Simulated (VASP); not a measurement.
MgH2 (rutile): computed properties

Calculation: r2SCAN meta-GGA, VASP's PBE PAW potentials (set 64) (plane waves; VASP).

For MgH$_{2}$, the space group comes out as P4_2/mnm (136) and the cell comes out as a = 4.4683 Å, b = 4.4683 Å, c = 2.9850 Å, α = 90.00°, β = 90.00°, γ = 90.00°. The volume per atom comes out as 9.93 Å³/atom and the band gap (over mesh and band path) is 4.39 eV. The smallest direct gap (over mesh and band path) is 5.28 eV and the density is 1.47 g/cm³. The mean ε∞ (independent particles) is 3.54.

```
CELL_PARAMETERS angstrom
      4.46827     0.00000     0.00000
      0.00000     4.46827     0.00000
      0.00000     0.00000     2.98497
ATOMIC_POSITIONS crystal
  Mg 0.00000 0.00000 0.00000
  Mg 0.50000 0.50000 0.50000
  H  0.30443 0.30443 0.00000
  H  0.80443 0.19557 0.50000
  H  0.19557 0.80443 0.50000
  H  0.69557 0.69557 0.00000
```

The path is coarsely sampled, so an indirect gap can come out somewhat too large.

The compound is MgH2 in the rutile structure. It was relaxed first. Symmetry was kept, so distortions that lower it aren't found.
